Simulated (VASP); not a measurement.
**HRh12O: single point with PBEsol**

The system is HRh12O, a slab with vacuum.

```
CELL_PARAMETERS angstrom
5.37401 0.00000 0.00000
2.68701 4.65403 0.00000
0.00000 0.00000 17.38786
ATOMIC_POSITIONS crystal
Rh 0.16666 0.16667 0.05751
Rh 0.66666 0.16667 0.05751
Rh 0.16666 0.66667 0.05751
Rh 0.66666 0.66667 0.05751
Rh 0.83367 0.33315 0.18340
Rh 0.33322 0.33326 0.18348
Rh 0.83338 0.83334 0.18340
Rh 0.33314 0.83360 0.18350
Rh 0.99999 0.00002 0.30639
Rh 0.49995 0.00002 0.30646
Rh 0.99999 0.49998 0.30641
Rh 0.50017 0.49985 0.30716
O 0.49306 0.50588 0.49638
H 0.69023 0.35425 0.48423
```

The cell was built by a generator and needn't be a form met in nature.

```yaml
Program: VASP 6.6.1
Task: single point
Functional: PBEsol
Potentials_or_basis: VASP PAW PBE potentials, release 64 (Rh_pv, O, H)
Cutoff: 520 eV
k_mesh: 2 × 2 × 1
Occupations: fermi-dirac, width 0.05 eV
Spin: no spin polarisation
Dipole_correction: no
Further_INCAR_settings: ALGO = Fast; EDIFF = 1e-06; NBANDS = 106
```

* Largest force: 1.398 eV/Å
* Band gap on the k mesh: none (metal or under the smearing width)

Forces on the atoms (eV/Å):
```
Rh   0.012  0.008  0.573
Rh  -0.020  0.080  0.663
Rh   0.060 -0.055  0.660
Rh  -0.060 -0.032  0.672
Rh   0.014 -0.017 -0.290
Rh   0.013  0.015 -0.313
Rh   0.018 -0.002 -0.417
Rh  -0.012  0.002 -0.360
Rh   0.015  0.004 -0.150
Rh  -0.012  0.007 -0.088
Rh   0.000 -0.022 -0.106
Rh  -0.039  0.024  0.336
O   -0.065  0.069 -1.395
H    0.077 -0.082  0.216
```

Levels at points of the mesh, in eV from the Fermi level:
```
           k point  band 94  band 95  band 96  band 97  band 98  band 99
(0.00, 0.00, 0.00)     0.47     0.57     0.58     0.58     1.17     1.18
(0.50, 0.00, 0.00)    -0.26    -0.25    -0.15     0.02     0.18     0.36
(0.50, 0.50, 0.00)    -0.28    -0.25    -0.25     0.10     0.17     0.36
(0.00, 0.50, 0.00)    -0.26    -0.25    -0.21     0.06     0.17     0.36
```

It took 6.3 min on 1 thread of Intel(R) Xeon(R) 6975P-C (Granite Rapids) (shared host), peak memory 0.58 GiB.

Caveat: the k mesh is coarse (spacing up to 0.68 Å⁻¹), so the values aren't converged; the PAW data sets were made with another functional, which shifts forces and pressure a little; an odd number of electrons without spin polarisation forces a metal; a magnetic or distorted state may lie lower.
